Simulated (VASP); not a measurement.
Set up this calculation in VASP 6.6.1, as the native input.

```
Task                   : single point
Functional             : PBE
Potentials or basis    : VASP PAW PBE potentials, release 64 (Be, Te, F)
Cutoff                 : 520 eV
k mesh                 : 6 × 4 × 4
Occupations            : gaussian, width 0.02 eV
Spin                   : no spin polarisation
Dipole correction      : no
Further INCAR settings : ALGO = Fast; EDIFF = 1e-06; NBANDS = 30
```

The structure of Be3TeF4 lies in POSCAR:

```
Be3TeF4
1.0
    4.5193200773      0.0239823788      0.0106097825
    1.9337312212      5.4932835813      0.0356364582
    1.9790711295      0.9074091302      5.6855541948
Be Te F
3 1 4
Direct
    0.1398963560      0.6376759526      0.1619845944
    0.8951647368      0.0172542572      0.4515727423
    0.6051684890      0.9078322475      0.9695175003
    0.3897044107      0.1905764438      0.2673904665
    0.8445078364      0.6708506077      0.0710859637
    0.7659833696      0.0259143853      0.7172393456
    0.3369378888      0.8014428181      0.9630342966
    0.0226369127      0.7484532879      0.3981750904
```

The cell was built by a generator and needn't be a form met in nature.

The input as run:

INCAR

```
PREC = Accurate
ENCUT = 520
EDIFF = 1E-6
ISMEAR = 0
SIGMA = 0.02
LREAL = F
LASPH = T
NELM = 100
ALGO = Fast
ISIF = 2
LWAVE = F
LCHARG = F
GGA = PE
NBANDS = 30
```

KPOINTS

```
regular mesh
0
Gamma
  6 4 4
```

Potentials or basis: VASP PAW PBE potentials, release 64 (Be, Te, F).

Run with:

```console
$ cat potpaw_PBE.64/Be/POTCAR potpaw_PBE.64/Te/POTCAR potpaw_PBE.64/F/POTCAR > POTCAR
$ mpirun -np 1 vasp_std > vasp.out
```

It gave:

```yaml
Pressure: 0.0 GPa
Largest_force: 0.062 eV/Å
Band_gap_on_the_k_mesh: 3.91 eV, direct
```

Caveat: spin-orbit coupling is left out, which moves the levels of the heavy elements.

Run time: 3.2 min on 1 thread of Intel(R) Xeon(R) Platinum 8488C (Sapphire Rapids) (shared host), peak memory 0.39 GiB.
